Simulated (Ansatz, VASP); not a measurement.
# Si4W9O7 (amorphous SiO2 against W(110), -4 O): VASP beside Ansatz, part 2 of 3

One calculation is typed for both programs; each brings its own data sets. How far apart do they land? Of the first pair: The structure shown is the start of the Ansatz relaxation below; VASP solves that cell, so the two are compared at the walk's first step.

VASP 6.6.1 and Ansatz 0.2.0.

So far: Set-up; Ansatz: relaxation, PBE.

## (3) VASP: single point, PBE, start cell, pair 1

Level of this step: PBE, no spin polarisation; plane waves and PAW (W, Si, O) (VASP).

The same cell, functional, mesh and smearing now go to VASP, with its own data sets.

Lines of VASP's logs that name or quote its potential files are left out, and so is its time.

Contents of INCAR:

```
SYSTEM = Si4W9O7
PREC = Accurate
ENCUT = 520
EDIFF = 1E-06
NELM = 120
ISMEAR = -1
SIGMA = 0.1
LREAL = Auto
ALGO = Normal
GGA = PE
NBANDS = 280
LASPH = .TRUE.
LORBIT = 11
LWAVE = .FALSE.
LCHARG = .FALSE.
ISIF = 2
GGA_COMPAT = .FALSE.
KPAR = 4
```

Contents of POSCAR:

```
Si4W9O7
1.0
    9.5400000000      0.0000000000      0.0000000000
    0.0000000000      8.9944000000      0.0000000000
    0.0000000000      0.0000000000     16.2556600000
W Si O
36 16 28
Direct
    0.0169077568      0.0110068487      0.2214920834
    0.1830188679      0.0113959797      0.0820883311
    0.0166561845      0.2608400783      0.0805381018
    0.1837945493      0.2603175309      0.2181701635
    0.1833228512      0.0101841146      0.3608896840
    0.0131027254      0.2610846749      0.3577584669
    0.0185324948      0.5105176554      0.2182808942
    0.1846750524      0.5107177800      0.0803104888
    0.0180922432      0.7611513831      0.0824697367
    0.1834800839      0.7616294583      0.2198372751
    0.1824842767      0.5116072223      0.3554392747
    0.0178930818      0.7634083430      0.3601822381
    0.3489622642      0.0089277773      0.2205508727
    0.5160377358      0.0119852353      0.0813070647
    0.3508490566      0.2603175309      0.0804827365
    0.5156184486      0.2617184026      0.2174073523
    0.5165408805      0.0161100240      0.3515206396
    0.3470754717      0.2605621275      0.3546087947
    0.3489098532      0.5134750511      0.2199480058
    0.5157651992      0.5106399537      0.0802305166
    0.3498637317      0.7618851730      0.0819283868
    0.5167714885      0.7609401405      0.2185085072
    0.5148113208      0.5083274037      0.3559806246
    0.3536477987      0.7604064751      0.3653189105
    0.6837735849      0.0120964155      0.2188714577
    0.8508071279      0.0112625634      0.0813993403
    0.6815513627      0.2600951703      0.0792523958
    0.8501048218      0.2602841768      0.2163308042
    0.8474423480      0.0087610068      0.3554515781
    0.6868238994      0.2607177800      0.3550209589
    0.6826624738      0.5105621275      0.2178625783
    0.8493815514      0.5113181535      0.0806119222
    0.6825995807      0.7619852353      0.0828388389
    0.8503459119      0.7617851107      0.2176903306
    0.8507337526      0.5165436271      0.3520681412
    0.6783857442      0.7617184026      0.3565588847
    0.0053039832      0.9282553589      0.7738412344
    0.8410062893      0.3448034332      0.4744993436
    0.5132075472      0.4261206973      0.6493307562
    0.8865723270      0.5727786178      0.6265017846
    0.1025052411      0.5131303922      0.7037179665
    0.1825786164      0.8059236858      0.4866181994
    0.8316457023      0.9006604109      0.6163822324
    0.5228930818      0.8965912123      0.6411797491
    0.6981865828      0.8570999733      0.8019914294
    0.0647903564      0.2098972694      0.7366480352
    0.3552306080      0.1658254025      0.6833004627
    0.2481865828      0.7763497287      0.6884125283
    0.5413207547      0.1154718492      0.8465420660
    0.7509643606      0.2656986569      0.7336398522
    0.6703144654      0.5476518723      0.7640477225
    0.5219496855      0.6606777550      0.4933912250
    0.5074947589      0.5076936761      0.7401729613
    0.1555136268      0.8412567820      0.7655425864
    0.9561635220      0.9456217202      0.6788773879
    0.7529454927      0.4042070622      0.8000290360
    0.4111740042      0.8185537668      0.7023768952
    0.7286373166      0.5823623588      0.6722212448
    0.9648322851      0.6152161345      0.7240493465
    0.6401572327      0.3005203238      0.6585398563
    0.3706394130      0.3285933470      0.6411797491
    0.0446855346      0.0921351063      0.8121478919
    0.8149266247      0.4375722672      0.5603217587
    0.0468867925      0.4863470604      0.6091724359
    0.2021802935      0.8175197901      0.5898991490
    0.5631970650      0.9291892733      0.8477785584
    0.5437735849      0.8050675976      0.5563908202
    0.8772955975      0.7379035845      0.5809914824
    0.1854821803      0.1350729343      0.6763428861
    0.5042976939      0.5383127279      0.5692970941
    0.8646750524      0.8767900027      0.8232209581
    0.4094444444      0.1514609090      0.7779505723
    0.1231761006      0.3715534110      0.7652596080
    0.7686477987      0.0269389843      0.5636621337
    0.4525890985      0.0572133772      0.6246624253
    0.6947903564      0.1284354710      0.7885622608
    0.6751153040      0.6842257405      0.8259031008
    0.2499790356      0.5990727564      0.6994179258
    0.6793291405      0.8771346616      0.6929401821
    0.9083857442      0.2394934626      0.6975724148
```

Contents of KPOINTS:

```
Automatic mesh
0
Gamma
2 2 1
0 0 0
```

The projector-augmented-wave data sets are W, Si and O (PBE family, release 64).

On the command line:

```bash
$ mpirun -np 8 vasp_std
```

Numbers of over 12 decimals in the logs are rounded to 6 here.

The log of the run:

```text
[banner, memory and clock lines left out]
running    8 mpi-ranks, on    1 nodes
[...]
|                                                                             |
|           W    W    AA    RRRRR   N    N  II  N    N   GGGG   !!!           |
|           W    W   A  A   R    R  NN   N  II  NN   N  G    G  !!!           |
|           W    W  A    A  R    R  N N  N  II  N N  N  G       !!!           |
|           W WW W  AAAAAA  RRRRR   N  N N  II  N  N N  G  GGG   !            |
|           WW  WW  A    A  R   R   N   NN  II  N   NN  G    G                |
|           W    W  A    A  R    R  N    N  II  N    N   GGGG   !!!           |
|                                                                             |
|     For optimal performance we recommend to set                             |
|       NCORE = 2 up to number-of-cores-per-socket                            |
|     NCORE specifies how many cores store one orbital (NPAR=cpu/NCORE).      |
|     This setting can greatly improve the performance of VASP for DFT.       |
|     The default, NCORE=1 might be grossly inefficient on modern             |
|     multi-core architectures or massively parallel machines. Do your        |
|     Unfortunately you need to use the default for GW and RPA                |
|     calculations (for HF NCORE is supported but not extensively tested      |
|     yet).                                                                   |
|                                                                             |

 LDA part: xc-table for (Slater+PW92), standard interpolation
 POSCAR, INCAR and KPOINTS ok, starting setup
[...]
entering main loop
       N       E                     dE             d eps       ncg     rms          rms(c)
DAV:   1     0.268040866566E+04    0.26804E+04   -0.20638E+05  2240   0.143E+03
DAV:   2    -0.468765019662E+03   -0.31492E+04   -0.29895E+04  2776   0.354E+02
DAV:   3    -0.826152656092E+03   -0.35739E+03   -0.35011E+03  2968   0.115E+02
DAV:   4    -0.838255033986E+03   -0.12102E+02   -0.11995E+02  2856   0.212E+01
[...]
DAV:  21    -0.764767689832E+03   -0.13563E-04   -0.37341E-05  2832   0.136E-02    0.158E-02
DAV:  22    -0.764767694345E+03   -0.45132E-05   -0.18526E-05  2752   0.967E-03    0.887E-03
DAV:  23    -0.764767694224E+03    0.12105E-06   -0.58736E-06  2440   0.576E-03
   1 F= -.76476769E+03 E0= -.76423172E+03  d E =-.107195E+01
```

From OUTCAR (step 3):

```text
  FREE ENERGIE OF THE ION-ELECTRON SYSTEM (eV)
  ---------------------------------------------------
  free  energy   TOTEN  =      -764.7676942240 eV

  energy  without entropy=     -763.6957407424  energy(sigma->0) =     -764.23171748
```

The run ends at a pressure of -4.78 GPa, with forces up to 2.0 eV/Å.

## (4) Differences

Known differences besides the potentials themselves: the data sets hold 736 valence electrons in Ansatz (on its default PAW (the set named soft_2) files) and 448 in VASP; the cutoff is 420 eV in Ansatz and 520 eV in VASP (PREC = Accurate, projectors in real space). Total energies have different zeros and are not compared.

Forces on 10 of the 80 atoms, those with the largest forces and the largest differences (eV/Å; atoms numbered as in POSCAR):

| atom | Ansatz x, y, z | VASP x, y, z |
| --- | --- | --- |
| W17 | -0.130, -0.429, 0.437 | -0.136, -0.407, 0.226 |
| W29 | 0.070, 0.382, 0.476 | 0.068, 0.372, 0.283 |
| W33 | 0.067, 0.026, 0.504 | 0.067, 0.029, 0.703 |
| W36 | 0.716, 0.040, -0.540 | 0.698, 0.051, -0.693 |
| Si38 | -0.167, 0.118, 1.206 | -0.159, 0.074, 1.110 |
| Si52 | -0.583, 0.211, 1.480 | -0.586, 0.218, 1.388 |
| O63 | 0.202, -0.426, -1.994 | 0.212, -0.389, -1.944 |
| O70 | 0.072, -0.656, -0.793 | 0.080, -0.669, -0.772 |
| O72 | 0.720, -0.097, 1.144 | 0.726, -0.099, 1.146 |
| O74 | -0.212, 0.188, -1.042 | -0.273, 0.305, -1.126 |

The forces differ by 60 meV/Å r.m.s., which is 16.0 % of the r.m.s. force of 0.372 eV/Å (both taken over all components).

## (5) Ansatz: relaxation, PBE

This run makes the geometry at which the two programs are then compared. The cell compared in this pair holds 1227.15 Å³, against 1394.84 Å³ for the pair before.

The structure compared here is the end of the Ansatz relaxation.

Contents of input.yaml:

```yaml
crystal:
  lattice:
    - [9.54, 0.0, 0.0]
    - [0.0, 8.9944, 0.0]
    - [0.0, 0.0, 16.25566]
  atoms:
    - { symbol: W, position: [0.01691, 0.01101, 0.22149] }
    - { symbol: W, position: [0.18302, 0.0114, 0.08209] }
    - { symbol: W, position: [0.01666, 0.26084, 0.08054] }
    - { symbol: W, position: [0.18379, 0.26032, 0.21817] }
    - { symbol: W, position: [0.18332, 0.01018, 0.36089] }
    - { symbol: W, position: [0.0131, 0.26109, 0.35776] }
    - { symbol: W, position: [0.01853, 0.51052, 0.21828] }
    - { symbol: W, position: [0.18468, 0.51072, 0.08031] }
    - { symbol: W, position: [0.01809, 0.76115, 0.08247] }
    - { symbol: W, position: [0.18348, 0.76163, 0.21984] }
    - { symbol: W, position: [0.18248, 0.51161, 0.35544] }
    - { symbol: W, position: [0.01789, 0.76341, 0.36018] }
    - { symbol: W, position: [0.34896, 0.00893, 0.22055] }
    - { symbol: W, position: [0.51604, 0.01198, 0.08131] }
    - { symbol: W, position: [0.35085, 0.26032, 0.08048] }
    - { symbol: W, position: [0.51562, 0.26172, 0.21741] }
    - { symbol: W, position: [0.51654, 0.01611, 0.35152] }
    - { symbol: W, position: [0.34708, 0.26056, 0.35461] }
    - { symbol: W, position: [0.34891, 0.51347, 0.21995] }
    - { symbol: W, position: [0.51576, 0.51064, 0.08023] }
    - { symbol: W, position: [0.34986, 0.76188, 0.08193] }
    - { symbol: W, position: [0.51677, 0.76094, 0.21851] }
    - { symbol: W, position: [0.51481, 0.50833, 0.35598] }
    - { symbol: W, position: [0.35365, 0.76041, 0.36532] }
    - { symbol: W, position: [0.68377, 0.0121, 0.21887] }
    - { symbol: W, position: [0.85081, 0.01126, 0.0814] }
    - { symbol: W, position: [0.68155, 0.2601, 0.07925] }
    - { symbol: W, position: [0.8501, 0.26028, 0.21633] }
    - { symbol: W, position: [0.84744, 0.00876, 0.35545] }
    - { symbol: W, position: [0.68682, 0.26072, 0.35502] }
    - { symbol: W, position: [0.68266, 0.51056, 0.21786] }
    - { symbol: W, position: [0.84938, 0.51132, 0.08061] }
    - { symbol: W, position: [0.6826, 0.76199, 0.08284] }
    - { symbol: W, position: [0.85035, 0.76179, 0.21769] }
    - { symbol: W, position: [0.85073, 0.51654, 0.35207] }
    - { symbol: W, position: [0.67839, 0.76172, 0.35656] }
    - { symbol: Si, position: [0.0053, 0.92826, 0.77384] }
    - { symbol: Si, position: [0.84101, 0.3448, 0.4745] }
    - { symbol: Si, position: [0.51321, 0.42612, 0.64933] }
    - { symbol: Si, position: [0.88657, 0.57278, 0.6265] }
    - { symbol: Si, position: [0.10251, 0.51313, 0.70372] }
    - { symbol: Si, position: [0.18258, 0.80592, 0.48662] }
    - { symbol: Si, position: [0.83165, 0.90066, 0.61638] }
    - { symbol: Si, position: [0.52289, 0.89659, 0.64118] }
    - { symbol: Si, position: [0.69819, 0.8571, 0.80199] }
    - { symbol: Si, position: [0.06479, 0.2099, 0.73665] }
    - { symbol: Si, position: [0.35523, 0.16583, 0.6833] }
    - { symbol: Si, position: [0.24819, 0.77635, 0.68841] }
    - { symbol: Si, position: [0.54132, 0.11547, 0.84654] }
    - { symbol: Si, position: [0.75096, 0.2657, 0.73364] }
    - { symbol: Si, position: [0.67031, 0.54765, 0.76405] }
    - { symbol: Si, position: [0.52195, 0.66068, 0.49339] }
    - { symbol: O, position: [0.50749, 0.50769, 0.74017] }
    - { symbol: O, position: [0.15551, 0.84126, 0.76554] }
    - { symbol: O, position: [0.95616, 0.94562, 0.67888] }
    - { symbol: O, position: [0.75295, 0.40421, 0.80003] }
    - { symbol: O, position: [0.41117, 0.81855, 0.70238] }
    - { symbol: O, position: [0.72864, 0.58236, 0.67222] }
    - { symbol: O, position: [0.96483, 0.61522, 0.72405] }
    - { symbol: O, position: [0.64016, 0.30052, 0.65854] }
    - { symbol: O, position: [0.37064, 0.32859, 0.64118] }
    - { symbol: O, position: [0.04469, 0.09214, 0.81215] }
    - { symbol: O, position: [0.81493, 0.43757, 0.56032] }
    - { symbol: O, position: [0.04689, 0.48635, 0.60917] }
    - { symbol: O, position: [0.20218, 0.81752, 0.5899] }
    - { symbol: O, position: [0.5632, 0.92919, 0.84778] }
    - { symbol: O, position: [0.54377, 0.80507, 0.55639] }
    - { symbol: O, position: [0.8773, 0.7379, 0.58099] }
    - { symbol: O, position: [0.18548, 0.13507, 0.67634] }
    - { symbol: O, position: [0.5043, 0.53831, 0.5693] }
    - { symbol: O, position: [0.86468, 0.87679, 0.82322] }
    - { symbol: O, position: [0.40944, 0.15146, 0.77795] }
    - { symbol: O, position: [0.12318, 0.37155, 0.76526] }
    - { symbol: O, position: [0.76865, 0.02694, 0.56366] }
    - { symbol: O, position: [0.45259, 0.05721, 0.62466] }
    - { symbol: O, position: [0.69479, 0.12844, 0.78856] }
    - { symbol: O, position: [0.67512, 0.68423, 0.8259] }
    - { symbol: O, position: [0.24998, 0.59907, 0.69942] }
    - { symbol: O, position: [0.67933, 0.87714, 0.69294] }
    - { symbol: O, position: [0.90839, 0.23949, 0.69757] }
kpoints:
  mp_grid: { grid: [2, 2, 1] }
hamiltonian:
  xc: pbe
scf:
  occupations: { method: fermi_dirac, width: 0.1 }
output:
  forces: true
relax:
  f_tol: 0.08
  max_steps: 90
  cell: { fix: [a, b, alpha, beta, gamma] }
```

On the command line:

```bash
$ ansatz run input.yaml --threads 4 --pin off --max-ram 8192MiB --backend cpu --events-out ev --progress --plain --runs-dir out
```

The log of the run:

```text
[...]
Crystal: 80 atoms, lattice volume = 1394.843 Å³
Basis set: ecut = 420 eV, 27199 PW (Γ), exchange–correlation on 128×128×240 points (8 copies of the dense FFT grid, shifted against one another)
Bands: 448, of which v1, the nominal top of the filled ones, is band 368 counted from 1 (367 counted from 0)
Symmetry: 1 space group operations
[...]
k-points: 4
[...]
- { symbol: O, position: [0.951786, 0.969895, 0.689665] }
    - { symbol: O, position: [0.759433, 0.426468, 0.816568] }
    - { symbol: O, position: [0.417022, 0.830623, 0.729575] }
    - { symbol: O, position: [0.739864, 0.592256, 0.666843] }
    - { symbol: O, position: [0.960075, 0.652086, 0.743202] }
    - { symbol: O, position: [0.652109, 0.317865, 0.652843] }
[...]
- { symbol: O, position: [0.676211, 0.712123, 0.845170] }
    - { symbol: O, position: [0.245541, 0.613259, 0.742675] }
    - { symbol: O, position: [0.688264, 0.903487, 0.700555] }
    - { symbol: O, position: [0.914974, 0.257595, 0.700898] }
[key lines of the parts left out:]
P = ⅓ Tr σ = -0.4763 GPa (-4.763 kbar)
```

[end of part 2 of 3]

[Lines on the potential files, build, host, timing and source positions are cut from VASP's logs without a mark.]

[Logs are printed without paths, hosts, clocks, repeated set-up lines and the standing remarks that a program may print on its own settings, such as how far it seeks lower states.]

[Hosts, paths, dates, database ids (printed as entryN), source tags and the programs' standing remarks are cut or masked in the printed files.]
